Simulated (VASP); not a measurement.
Computed with PBE GGA with D3 dispersion (zero damping), VASP's PBE PAW potentials (set 64) (plane waves; VASP 6.6.1).

The input files of a VASP run:

POSCAR:
```
Cs
1
   -3.0500000000     3.0500000000     3.0500000000
    3.0500000000    -3.0500000000     3.0500000000
    3.0500000000     3.0500000000    -3.0500000000
Cs
1
Direct
  0.0000000000   0.0000000000   0.0000000000
```

KPOINTS:
```
Automatic mesh
0
Gamma
9 9 9
0 0 0
```

### INCAR
```
! general
SYSTEM  = Cs
PREC    = Accurate
ENCUT   = 520
LREAL   = .FALSE.   ! projection in real space or not
LASPH   = .TRUE.   ! aspherical one-centre terms

! electronic loop
EDIFF   = 1E-7
NELM    = 100
ALGO    = Normal   ! blocked Davidson
LMAXMIX = 4   ! l cut-off of mixed one-centre charges

! smearing
ISMEAR  = 1   ! Methfessel-Paxton
SIGMA   = 0.1

! functional
GGA     = PE
IVDW    = 11   ! D3, zero damping

! ions
ISIF    = 2   ! forces and stress, cell fixed

! output
LWAVE   = .FALSE.
LCHARG  = .FALSE.
```

POTCAR, in this order: Cs_sv (PBE.64 set). Program: vasp_std.

Problem. What will the output report for the number of irreducible k-points (NKPTS), largest plane-wave count, number of space-group operations, FFT grid (NGX, NGY, NGZ)?

Solution. 
```
Property                                       Value
--------------------------------------  ------------
number of irreducible k-points (NKPTS)            35
largest plane-wave count                        3069
number of space-group operations                  48
FFT grid (NGX, NGY, NGZ)                40 × 40 × 40
```

The compound is Cs in the bcc structure. The cell was not relaxed at this level.
